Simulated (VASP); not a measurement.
Consider the following.

```
AlNi3
1.0
    3.53151     0.00000     0.00000
    0.00000     3.53151     0.00000
    0.00000     0.00000     3.53151
Al Ni
1 3
Direct
  0.00000   0.00000   0.00000
  0.00000   0.50000   0.50000
  0.50000   0.00000   0.50000
  0.50000   0.50000   0.00000
```
Starting moments (μB, in the order of the record's atoms Al Ni Ni Ni): 0.0 0.3 0.3 0.3.

Level of theory: TPSS meta-GGA, VASP's PBE PAW potentials (set 64) (plane waves; VASP). Settings: 520 eV cut-off, 10×10×10 Γ-centred mesh, tetrahedra with Blöchl corrections, potentials Al Ni.

Problem. Estimate the cell moment, energy per atom (σ→0), band gap (over mesh and band path) with the smallest direct gap where there is one.

Solution. 
```
Item                                                                   Value
----------------------------------  ----------------------------------------
band gap (over mesh and band path)  none (metal, semimetal or under 0.01 eV)
cell moment                                                          0.75 μB
energy per atom (σ→0)                                        -12.394 eV/atom
```

Problem. Give the moment on each site (PAW-sphere projection).

Solution. 
| site | moment (μB) |
|---|---|
| Al1 | -0.01 |
| Ni2 | 0.27 |
| Ni3 | 0.27 |
| Ni4 | 0.27 |

The absolute energy has meaning only against runs of the same code, potentials and settings.

The compound is Ni3Al in the L1_2 structure. It was relaxed first.
